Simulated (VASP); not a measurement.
```xyz
2
Lattice="0.0000 2.8651 2.8651 2.8651 0.0000 2.8651 2.8651 2.8651 0.0000" Properties=species:S:1:pos:R:3 pbc="T T T"
Ge     0.0000     0.0000     0.0000
Sb     2.8651     2.8651     2.8651
```

Calculation: PBEsol GGA, VASP's PBE PAW potentials (set 64) (plane waves; VASP 6.6.1). Run with 400 eV cut-off, 12×12×12 Γ-centred mesh, tetrahedra with Blöchl corrections, potentials Ge_d Sb.

Unless said otherwise, spin-orbit coupling is left out, though it shifts the bands of the heavy elements here.

Problem. What does the run give for the energy per atom (σ→0), band gap (on the k-mesh) with the smallest direct gap where there is one?

Solution. 
```yaml
band gap (on the k-mesh): none (metal, semimetal or under 0.01 eV)
energy per atom (σ→0): -4.642 eV/atom
```

Only differences to runs with the same potentials and settings are physical.

The structure comes from a computed database's GeSb entry (Fm-3m); how it stands against other phases isn't given here. It was relaxed first. The electron count is odd and the run is not spin-polarised, which forces a metal.
